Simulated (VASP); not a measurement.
An input for Quantum ESPRESSO's pw.x (written as the equivalent of a VASP run, and not itself run):

```
&CONTROL
  calculation = 'vc-relax'
  pseudo_dir = './pseudo'
  outdir = './out'
  tprnfor = .true.
  tstress = .true.
  nstep = 30
  forc_conv_thr = 0.00039
/
&SYSTEM
  ibrav = 0
  nat = 2
  ntyp = 1
  ecutwfc = 58
  occupations = 'smearing'
  smearing = 'methfessel-paxton'
  degauss = 0.00735
  input_dft = 'pbe'
  vdw_corr = 'grimme-d3'
  dftd3_version = 3
  dftd3_threebody = .false.
/
&ELECTRONS
  conv_thr = 7.3e-09
  electron_maxstep = 100
/
&IONS
/
&CELL
  cell_dofree = 'shape'
/
ATOMIC_SPECIES
  Hf 178.490 Hf.upf
CELL_PARAMETERS angstrom
     1.5830027   -2.7418410    0.0000000
     1.5830027    2.7418410    0.0000000
     0.0000000    0.0000000    5.0094141
ATOMIC_POSITIONS crystal
  Hf   0.3333330  0.6666670  0.2500000
  Hf   0.6666670  0.3333330  0.7500000
K_POINTS automatic
  13 13 7 0 0 0
```

Task: Write the VASP files for the same calculation (PBE-D3 (zero damping)).

Result: This is not unique; one that fits is 
### INCAR
```
! general
SYSTEM   =  Hf
PREC     =  Accurate
ENCUT    =  520
LREAL    =  .FALSE.
LASPH    =  .TRUE.

! electronic loop
EDIFF    =  1E-7
NELM     =  100
ALGO     =  Normal
LMAXMIX  =  6

! smearing
ISMEAR   =  1
SIGMA    =  0.1

! functional
GGA      =  PE
IVDW     =  11

! ions
IBRION   =  2
NSW      =  30
ISIF     =  4
EDIFFG   =  -0.01

! output
LWAVE    =  .FALSE.
LCHARG   =  .FALSE.
```

**POSCAR**
```
Hf
1
    1.5830026804    -2.7418410338     0.0000000000
    1.5830026804     2.7418410338     0.0000000000
    0.0000000000     0.0000000000     5.0094141413
Hf
2
Direct
  0.3333330000   0.6666670000   0.2500000000
  0.6666670000   0.3333330000   0.7500000000
```

### KPOINTS
```
Automatic mesh
0
gamma
 13 13 7
```

POTCAR, in this order: Hf_pv (PBE.64 set). Program: vasp_std.

What does not carry over: the potentials are each code's own (VASP's PAW set, PseudoDojo norm-conserving files in pw.x), so ENCUT and ecutwfc are chosen apart and not converted; conv_thr bounds pw.x's estimated SCF error, while EDIFF bounds the energy change between steps; forc_conv_thr acts on force components and is met together with etot_conv_thr.

The compound is Hf in the hcp structure. It was relaxed first.
